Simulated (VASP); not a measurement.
Energy against volume of BN (wurtzite). Level of theory: revTPSS meta-GGA, VASP's PBE PAW potentials (set 64) (plane waves; VASP 6.6.1). Run with 520 eV cut-off, 10×10×5 Γ-centred mesh, Gaussian smearing of 0.050 eV, potentials B N.

Shape and ions are relaxed at each volume.

```json
[
 {"V (Å³/atom)": "5.763", "E (eV/atom)": "-9.94585"},
 {"V (Å³/atom)": "5.941", "E (eV/atom)": "-9.95291"},
 {"V (Å³/atom)": "6.119", "E (eV/atom)": "-9.94731"},
 {"V (Å³/atom)": "6.297", "E (eV/atom)": "-9.93067"}
]
```

### Question
Fit these four points and predict the energy of the run at 5.584 Å³/atom.

### Answer
A cubic in V^(−2/3), the third-order Birch-Murnaghan form, passes through the four points with V0 = 5.95 Å³/atom and B0 = 378 GPa, and gives -9.9242 eV/atom there. The run gave -9.9242 eV/atom, -0.0 meV/atom from the fit; all five points give B0 = 378 GPa.

The compound is BN in the wurtzite structure, a metastable high-pressure form. It was relaxed first.
